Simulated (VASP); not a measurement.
# GePbS2 (P-3m1) in VASP: a series of runs

One crystal, GePbS2, is run at these levels: PBE; tasks: single point, relaxation of the atoms.

Program: VASP 6.6.1. These are calculated values, not measurements. Logs are shortened: lines on timing, memory, paths and dates and some standing lists are left out, and cuts for length are marked.

### Step 1. The crystal as given

The structure is trigonal, space group P-3m1 (No. 164). Conventional cell: a = 3.559 Å, b = 3.559 Å, c = 6.650 Å, α = 90.00°, β = 90.00°, γ = 120.00°. Pb (site symmetry -3m) is surrounded by 6 S at 2.80 Å. Ge (site symmetry -3m) has 6 S at 2.50 Å as nearest neighbours. S (site symmetry 3m) has 3 Ge at 2.50 Å and 3 Pb at 2.80 Å as nearest neighbours.

The cell was built by a generator and needn't be a form met in nature.

### Step 2. Single point, PBE

The input, INCAR:

```
PREC = Accurate ; ENCUT = 520
EDIFF = 1E-6 ; ISMEAR = -1
SIGMA = 0.1 ; LREAL = False
LASPH = True ; NELM = 80
ALGO = Normal ; ISIF = 2
LWAVE = False ; LCHARG = True
GGA = PE ; LELF = True
LVHAR = True ; NBANDS = 28
```

The input, KPOINTS:

```
Automatic mesh
0
Gamma
  9 9 5
```

The input, POSCAR:

```
GePbS2
1.0
    1.7795754088      3.0823150240      0.0000000000
   -1.7795754088      3.0823150240      0.0000000000
    0.0000000000      0.0000000000      6.6496110000
Pb Ge S
1 1 2
Direct
    0.0000000000      0.0000000000      0.0000000000
    0.0000000000      0.0000000000      0.5000000000
    0.3333333333      0.3333333333      0.2853354306
    0.6666666667      0.6666666667      0.7146645694
```

Potentials or basis: VASP PAW PBE potentials, release 64 (Pb_d, Ge_d, S).

Command:

```console
> cat potpaw_PBE.64/Pb_d/POTCAR potpaw_PBE.64/Ge_d/POTCAR potpaw_PBE.64/S/POTCAR > POTCAR
> mpirun -np 1 vasp_std > vasp.out
```

OUTCAR:

```text
PREC = Accurate
   ENCUT = 520
   EDIFF = 1E-6
   ISMEAR = -1
   LREAL = False
   LASPH = True
   NELM = 80
   ISIF = 2
   GGA = PE

 ion  position               nearest neighbor table
   1  0.000  0.000  0.000-   3 2.80   4 2.80   4 2.80   4 2.80   3 2.80   3 2.80   2 3.32   2 3.32

   2  0.000  0.000  0.500-   3 2.50   4 2.50   4 2.50   4 2.50   3 2.50   3 2.50   1 3.32   1 3.32

   3  0.333  0.333  0.285-   2 2.50   2 2.50   2 2.50   1 2.80   1 2.80   1 2.80
   4  0.667  0.667  0.715-   2 2.50   2 2.50   2 2.50   1 2.80   1 2.80   1 2.80

  LATTYP: Found a hexagonal cell.
 ALAT       =     3.5591508177
 C/A-ratio  =     1.8683139155

  Lattice vectors:

 A1 = (   1.7795754088,  -3.0823150240,   0.0000000000)
 A2 = (   1.7795754088,   3.0823150240,   0.0000000000)
 A3 = (   0.0000000000,   0.0000000000,   6.6496110000)

Analysis of symmetry for initial positions (statically):
=====================================================================
 Subroutine PRICEL returns:
 Original cell was already a primitive cell.

 Routine SETGRP: Setting up the symmetry group for a
 hexagonal supercell.

 Subroutine GETGRP returns: Found 12 space group operations
 (whereof 12 operations were pure point group operations)
 out of a pool of 24 trial point group operations.

The static configuration has the point symmetry D_3d.

Analysis of symmetry for dynamics (positions and initial velocities):
=====================================================================
 Subroutine PRICEL returns:
 Original cell was already a primitive cell.

 Routine SETGRP: Setting up the symmetry group for a
 hexagonal supercell.

 Subroutine GETGRP returns: Found 12 space group operations
 (whereof 12 operations were pure point group operations)
 out of a pool of 24 trial point group operations.

The dynamic configuration has the point symmetry D_3d.

 Subroutine INISYM returns: Found 12 space group operations
 (whereof 12 operations are pure point group operations),
 and found     1 'primitive' translations

----------------------------------------------------------------------------------------

                                     Primitive cell

  volume of cell :      72.9491

  direct lattice vectors                    reciprocal lattice vectors
     1.779575409  3.082315024  0.000000000     0.280965896  0.162215736  0.000000000
    -1.779575409  3.082315024  0.000000000    -0.280965896  0.162215736  0.000000000
     0.000000000  0.000000000  6.649611000     0.000000000  0.000000000  0.150384737

  length of vectors
     3.559150818  3.559150818  6.649611000     0.324431472  0.324431472  0.150384737

  position of ions in fractional coordinates (direct lattice)
     0.000000000  0.000000000  0.000000000
     0.000000000  0.000000000  0.500000000
     0.333333333  0.333333333  0.285335431
     0.666666667  0.666666667  0.714664569

  ion indices of the primitive-cell ions
   primitive index   ion index
                 1           1
                 2           2
                 3           3
                 4           4

----------------------------------------------------------------------------------------

 KPOINTS: Automatic mesh

Automatic generation of k-mesh.
 Grid dimensions read from file:
 generate k-points for:    9    9    5

 Generating k-lattice:

  Cartesian coordinates                     Fractional coordinates (reciprocal lattice)
     0.031218433  0.018023971  0.000000000     0.111111111  0.000000000  0.000000000
    -0.031218433  0.018023971  0.000000000     0.000000000  0.111111111  0.000000000
     0.000000000  0.000000000  0.030076947     0.000000000  0.000000000  0.200000000

  Length of vectors
     0.036047941  0.036047941  0.030076947

  Shift w.r.t. Gamma in fractional coordinates (k-lattice)
     0.000000000  0.000000000  0.000000000

 Subroutine IBZKPT returns following result:
 ===========================================

 Found     50 irreducible k-points:

 Following reciprocal coordinates:
            Coordinates               Weight
  0.000000  0.000000  0.000000      1.000000
  0.111111  0.000000  0.000000      6.000000
  0.222222 -0.000000  0.000000      6.000000
  0.333333 -0.000000  0.000000      6.000000
  0.444444 -0.000000  0.000000      6.000000
  0.222222  0.111111  0.000000      6.000000
[... 16 lines left out ...]
  0.333333  0.111111  0.200000     12.000000
  0.222222  0.333333  0.200000     12.000000
 [... further k-points ...]
   k-points           NKPTS =     50   k-points in BZ     NKDIM =     50   number of bands    NBANDS=     28
   number of dos      NEDOS =    301   number of ions     NIONS =      4
   total plane-waves  NPLWV =  39200
   dimension x,y,z NGX =    28 NGY =   28 NGZ =   50
   dimension x,y,z NGXF=    56 NGYF=   56 NGZF=  100
   ions per type =               1   1   2
   NGX,Y,Z   is equivalent  to a cutoff of  13.08, 13.08, 12.50 a.u.
   NGXF,Y,Z  is equivalent  to a cutoff of  26.16, 26.16, 25.00 a.u.
 SYSTEM =  unknown system
   PREC   = accura    normal or accurate (medium, high low for compatibility)
   ISTART =      0    job   : 0-new  1-cont  2-samecut
   ICHARG =      2    charge: 1-file 2-atom 10-const
   ISPIN  =      1    spin polarized calculation?
   LNONCOLLINEAR =      F non collinear calculations
   LSORBIT =      F    spin-orbit coupling
   LASPH  =      T    aspherical Exc in radial PAW
   ENCUT  =  520.0 eV  38.22 Ry    6.18 a.u.   6.62  6.62 12.36*2*pi/ulx,y,z
   NELM   =     80;   NELMIN=  2; NELMDL= -5     # of ELM steps
   EDIFF  = 0.1E-05   stopping-criterion for ELM
   LREAL  =      F    real-space projection
   EDIFFG = 0.1E-04   stopping-criterion for IOM
   NSW    =      0    number of steps for IOM
   IBRION =     -1    ionic relax: 0-MD 1-quasi-New 2-CG
   NFREE  =      0    steps in history (QN), initial steepest desc. (CG)
   ISIF   =      2    stress and relaxation
   ISYM   =      2    0-nonsym 1-usesym 2-fastsym
   POTIM  = 0.5000    time-step for ionic-motion
   TEBEG  =    0.0;   TEEND  =   0.0 temperature during run
   PSTRESS=    0.0 pullay stress
   NELECT =      40.0000    total number of electrons
   NUPDOWN=      -1.0000    fix difference up-down
   EMIN   =  10.00;   EMAX   =-10.00  energy-range for DOS
   EFERMI =   0.00;   METHOD = LEGACY
   ISMEAR =    -1;   SIGMA  =   0.10  broadening in eV -4-tet -1-fermi 0-gaus
   EFERMI_NEDOS =   21; number of points for ismear=-14 and -15
   IALGO  =     38    algorithm
   IMIX   =      4    mixing-type and parameters
     AMIX     =   0.40;   BMIX     =  1.00
     AMIX_MAG =   1.60;   BMIX_MAG =  1.00
  volume/ion in A,a.u.               =      18.24       123.07
  Fermi-wavevector in a.u.,A,eV,Ry     =   1.339949  2.532136 24.428762  1.795463
  Thomas-Fermi vector in A             =   2.468301
   LORBIT       =      0    0 simple, 1 ext, 2 COOP (PROOUT), +10 PAW based schemes
   GGA     = PE    functional components
[... 5 lines left out ...]
 non-spin polarized calculation
  energy-cutoff  :      520.00
  volume of cell :       72.95
 maximum number of plane-waves:      2004
   NGX = 13   NGY = 13   NGZ = 25

 number of electron      40.0000002 magnetization

 Free energy of the ion-electron system (eV)
  ---------------------------------------------------
  ext. energy  EPLUGINS =         0.00000000
  ---------------------------------------------------
  free energy    TOTEN  =       -16.15628141 eV

  energy without entropy =      -16.13132788  energy(sigma->0) =      -16.14380465

 E-fermi :   9.2165     XC(G=0): -11.1380

 val. band max:        9.0188916215   @ k =   0.1111   0.1111   0.4000
 cond. band min:       9.2238388656   @ k =  -0.4444   0.2222   0.4000
 fundamental gap:      0.2049472441
 Fermi energy:         9.2164757165

 k-point     1 :       0.0000    0.0000    0.0000
  band No.  band energies     occupation
      1     -16.0912      2.00000
      2     -16.0881      2.00000
      3     -16.0881      2.00000
      4     -16.0625      2.00000
      5     -16.0625      2.00000
      6      -8.5763      2.00000
[... 20 lines left out ...]
     27      15.1330      0.00000
     28      15.8989      0.00000

 k-point     2 :       0.1111    0.0000    0.0000
  band No.  band energies     occupation
      1     -16.0910      2.00000
      2     -16.0895      2.00000
      3     -16.0877      2.00000
      4     -16.0629      2.00000
      5     -16.0608      2.00000
      6      -8.5583      2.00000
[... 20 lines left out ...]
     27      14.7132      0.00000
     28      15.5820      0.00000

 k-point     3 :       0.2222   -0.0000    0.0000
  band No.  band energies     occupation
      1     -16.0977      2.00000
      2     -16.0871      2.00000
      3     -16.0863      2.00000
      4     -16.0636      2.00000
      5     -16.0560      2.00000
      6      -8.5964      2.00000
[... 20 lines left out ...]
     27      14.7422      0.00000
     28      16.4955      0.00000

 k-point     4 :       0.3333   -0.0000    0.0000
  band No.  band energies     occupation
      1     -16.1054      2.00000
      2     -16.0871      2.00000
      3     -16.0834      2.00000
      4     -16.0636      2.00000
      5     -16.0498      2.00000
      6      -8.6776      2.00000
[... 578 lines left out ...]
     27      14.6393      0.00000
     28      16.0164      0.00000

 k-point    23 :       0.3333    0.1111    0.2000
  band No.  band energies     occupation
      1     -16.1013      2.00000
      2     -16.0886      2.00000
      3     -16.0835      2.00000
      4     -16.0636      2.00000
      5     -16.0525      2.00000
      6      -8.6318      2.00000
[... 20 lines left out ...]
     27      15.3525      0.00000
     28      16.4428      0.00000

 k-point    24 :       0.2222    0.3333    0.2000
  band No.  band energies     occupation
      1     -16.1013      2.00000
      2     -16.0886      2.00000
      3     -16.0835      2.00000
      4     -16.0636      2.00000
      5     -16.0525      2.00000
      6      -8.6343      2.00000
[... 20 lines left out ...]
     27      14.9382      0.00000
     28      16.6805      0.00000

 [... further k-points ...]

------------------------ aborting loop because EDIFF is reached ----------------------------------------

  FORCE on cell =-STRESS in cart. coord.  units (eV):
  Direction    XX          YY          ZZ          XY          YZ          ZX
  --------------------------------------------------------------------------------------
  -------------------------------------------------------------------------------------
  Total        9.2208825      9.2208825     13.4536095     -0.0000000      0.0000000      0.0000000
  in kB      202.5179006    202.5179006    295.4811270     -0.0000000      0.0000000      0.0000000
  external PRESSURE =     233.5056427 kB  Pullay stress =       0.0000000 kB

 VOLUME and BASIS-vectors are now :
 -----------------------------------------------------------------------------
  energy-cutoff  :      520.00
  volume of cell :       72.95
      direct lattice vectors                 reciprocal lattice vectors
     1.779575409  3.082315024  0.000000000     0.280965896  0.162215736  0.000000000
    -1.779575409  3.082315024  0.000000000    -0.280965896  0.162215736  0.000000000
     0.000000000  0.000000000  6.649611000     0.000000000  0.000000000  0.150384737

 POSITION                                       TOTAL-FORCE (eV/Angst)
 -----------------------------------------------------------------------------------
      0.00000      0.00000      0.00000         0.000000     -0.000000      0.000000
      0.00000      0.00000      3.32481         0.000000     -0.000000      0.000000
      0.00000      2.05488      1.89737        -0.000000     -0.000000      0.014125
      0.00000      4.10975      4.75224         0.000000      0.000000     -0.014125
 -----------------------------------------------------------------------------------
    total drift:                                0.000000     -0.000000     -0.000000

  FREE ENERGIE OF THE ION-ELECTRON SYSTEM (eV)
  ---------------------------------------------------
  free  energy   TOTEN  =       -16.1562814067 eV

  energy  without entropy=      -16.1313278849  energy(sigma->0) =      -16.14380465
```

Wall time 1.7 min (1 thread of Intel Xeon Platinum 8488C (Sapphire Rapids), shared host); peak memory 0.25 GiB.

What came out:

```
Free energy            : -16.1563 eV
Pressure               : 23.4 GPa
Largest force          : 0.014 eV/Å
Band gap on the k mesh : none (metal or under the smearing width)
```

Forces on the atoms (eV/Å):
```
Pb   0.000  0.000  0.000
Ge   0.000  0.000  0.000
S    0.000  0.000  0.014
S    0.000  0.000 -0.014
```

Stress tensor (GPa, compression positive):
```
20.25  0.00  0.00
 0.00 20.25  0.00
 0.00  0.00 29.55
```

Levels at points of the mesh, in eV from the Fermi level:
| k point | band 16 | band 17 | band 18 | band 19 | band 20 | band 21 | band 22 | band 23 | band 24 | band 25 |
| --- | --- | --- | --- | --- | --- | --- | --- | --- | --- | --- |
| (0.00, 0.00, 0.00) | -3.13 | -3.13 | -2.68 | -2.68 | 0.39 | 1.23 | 2.48 | 2.48 | 4.66 | 4.66 |

Caveat: so large a pressure means that the cell lies far from this level's equilibrium, or that cutoff or potentials fall short. Spin-orbit coupling is left out, which matters for the levels of Pb.

### Step 3. Relaxation of the atoms, PBE

The input, INCAR:

```
SYSTEM = GePbS2
PREC = Accurate ; ENCUT = 520
EDIFF = 1E-7 ; ISMEAR = -1
SIGMA = 0.1 ; LREAL = .False.
LASPH = .True. ; NELM = 60
ALGO = Normal ; ISIF = 2
LWAVE = .False. ; LCHARG = .False.
GGA = PE ; IBRION = 2
NSW = 100 ; EDIFFG = -0.03
```

The input, KPOINTS:

```
Automatic mesh
0
Gamma
  9 9 5
  0 0 0
```

The input, POSCAR:

```
GePbS2
1.0
    1.7795760000      3.0823140000      0.0000000000
   -1.7795760000      3.0823140000      0.0000000000
    0.0000000000      0.0000000000      6.6496110000
Pb Ge S
1 1 2
Direct
    0.0000000000      0.0000000000      0.0000000000
    0.0000000000      0.0000000000      0.5000000000
    0.3333000000      0.3334000000      0.2450000000
    0.6667000000      0.6666000000      0.7550000000
```

Potentials or basis: VASP PAW PBE potentials, release 64 (Pb_d, Ge_d, S).

Command:

```console
> cat potpaw_PBE.64/Pb_d/POTCAR potpaw_PBE.64/Ge_d/POTCAR potpaw_PBE.64/S/POTCAR > POTCAR
> mpirun -np 1 vasp_std > vasp.out
```

OUTCAR:

```text
SYSTEM = GePbS2
   PREC = Accurate
   ENCUT = 520
   EDIFF = 1E-7
   ISMEAR = -1
   LREAL = .False.
   LASPH = .True.
   NELM = 60
   ISIF = 2
   GGA = PE
   IBRION = 2
   NSW = 100
   EDIFFG = -0.03

 ion  position               nearest neighbor table
   1  0.000  0.000  0.000-   4 2.62   3 2.62   4 2.62   3 2.62   4 2.62   3 2.62   2 3.32   2 3.32

   2  0.000  0.000  0.500-   4 2.66   3 2.66   4 2.66   3 2.66   4 2.66   3 2.66   1 3.32   1 3.32

   3  0.333  0.333  0.245-   1 2.62   1 2.62   1 2.62   2 2.66   2 2.66   2 2.66
   4  0.667  0.667  0.755-   1 2.62   1 2.62   1 2.62   2 2.66   2 2.66   2 2.66

  LATTYP: Found a hexagonal cell.
 ALAT       =     3.5591502264
 C/A-ratio  =     1.8683142259

  Lattice vectors:

 A1 = (   1.7795760000,  -3.0823140000,   0.0000000000)
 A2 = (   1.7795760000,   3.0823140000,   0.0000000000)
 A3 = (   0.0000000000,   0.0000000000,   6.6496110000)

Analysis of symmetry for initial positions (statically):
=====================================================================
 Subroutine PRICEL returns:
 Original cell was already a primitive cell.
[... 181 lines left out ...]
  --------------------------------------------------------------------------------------
  -------------------------------------------------------------------------------------
  Total       11.8566415     11.8527744     15.0233242     -0.0033353     -0.0010840      0.0018775
  in kB      260.4069763    260.3220453    329.9567112     -0.0732528     -0.0238080      0.0412360
  external PRESSURE =     283.5619109 kB  Pullay stress =       0.0000000 kB
[... 63 lines left out ...]
--------------------------------------- Ionic step        3  -------------------------------------------

 number of electron      40.0000002 magnetization

 Free energy of the ion-electron system (eV)
  ---------------------------------------------------
  ext. energy  EPLUGINS =         0.00000000
  ---------------------------------------------------
  free energy    TOTEN  =       -16.15628507 eV

  energy without entropy =      -16.13107715  energy(sigma->0) =      -16.14368111

 E-fermi :   9.2165     XC(G=0): -11.1380

 val. band max:        9.0210503166   @ k =  -0.0000  -0.1111   0.4000
 cond. band min:       9.2243744135   @ k =  -0.3333   0.4444   0.4000
 fundamental gap:      0.2033240968
 Fermi energy:         9.2164538747

 k-point     1 :       0.0000    0.0000    0.0000
  band No.  band energies     occupation
      1     -16.0914      2.00000
      2     -16.0884      2.00000
      3     -16.0884      2.00000
      4     -16.0626      2.00000
      5     -16.0626      2.00000
      6      -8.5774      2.00000
[... 637 lines left out ...]
     23      12.2787      0.00000
     24      13.3205      0.00000

 [... further k-points ...]

------------------------ aborting loop because EDIFF is reached ----------------------------------------

  FORCE on cell =-STRESS in cart. coord.  units (eV):
  Direction    XX          YY          ZZ          XY          YZ          ZX
  --------------------------------------------------------------------------------------
  -------------------------------------------------------------------------------------
  Total        9.2204480      9.2195134     13.4665652     -0.0007987      0.0001832     -0.0003174
  in kB      202.5083567    202.4878313    295.7656723     -0.0175425      0.0040240     -0.0069717
  external PRESSURE =     233.5872868 kB  Pullay stress =       0.0000000 kB
[... 19 lines left out ...]
  FREE ENERGIE OF THE ION-ELECTRON SYSTEM (eV)
  ---------------------------------------------------
  free  energy   TOTEN  =       -16.1562850709 eV

  energy  without entropy=      -16.1310771488  energy(sigma->0) =      -16.14368111

 reached required accuracy - stopping structural energy minimisation
```

OSZICAR:

```text
N       E                     dE             d eps       ncg     rms          rms(c)
DAV:   1     0.384160966886E+03    0.38416E+03   -0.19871E+04  6248   0.313E+03
DAV:   2     0.390831950663E+02   -0.34508E+03   -0.33980E+03  5696   0.692E+02
[... 32 lines left out ...]
DAV:   6    -0.161562565375E+02    0.13807E-03   -0.95906E-04  7120   0.196E-01    0.932E-02
DAV:   7    -0.161562878802E+02   -0.31343E-04   -0.25795E-04  7152   0.886E-02    0.417E-02
DAV:   8    -0.161562865166E+02    0.13635E-05   -0.87405E-06  7216   0.253E-02    0.277E-02
DAV:   9    -0.161562850619E+02    0.14548E-05   -0.53103E-06  5480   0.119E-02    0.835E-03
DAV:  10    -0.161562851307E+02   -0.68789E-07   -0.10831E-06  6120   0.649E-03    0.147E-03
DAV:  11    -0.161562850709E+02    0.59796E-07   -0.30798E-08  4136   0.247E-03
   3 F= -.16156285E+02 E0= -.16143681E+02  d E =-.758394E+00
```

Wall time 11 min (1 thread of Intel Xeon Platinum 8488C (Sapphire Rapids), shared host); peak memory 0.35 GiB.

What came out:

```yaml
Free_energy: -16.1563 eV
Energy_gained_by_relaxing: 189.6 meV/atom
Ionic_steps: 3
Pressure_after_relaxing: 23.4 GPa
Largest_force_after_relaxing: 0.013 eV/Å
Band_gap_on_the_k_mesh: none (metal or under the smearing width)
```

Forces on the atoms (eV/Å):
```
Pb   0.000  0.000  0.000
Ge   0.000  0.000  0.000
S    0.000  0.000 -0.013
S    0.000  0.000  0.013
```

Stress tensor (GPa, compression positive):
```
20.25  0.00  0.00
 0.00 20.25  0.00
 0.00  0.00 29.58
```

The path:
```tsv
step	energy change (eV)	largest force (eV/Å)	pressure (GPa)
1	0.0000	2.8056	28.36
2	-0.5701	1.4036	25.28
3	-0.7584	0.0128	23.36
```

Final structure:
```yaml
crystal:
  lattice:
    - [1.77958, 3.08231, 0.00000]
    - [-1.77958, 3.08231, 0.00000]
    - [0.00000, 0.00000, 6.64961]
  atoms:
    - { symbol: Pb, position: [0.00000, 0.00000, 0.00000] }
    - { symbol: Ge, position: [0.00000, 0.00000, 0.50000] }
    - { symbol: S, position: [0.33332, 0.33335, 0.28573] }
    - { symbol: S, position: [0.66668, 0.66665, 0.71427] }
```

The run has no spin-orbit coupling, so splittings on Pb are missing.
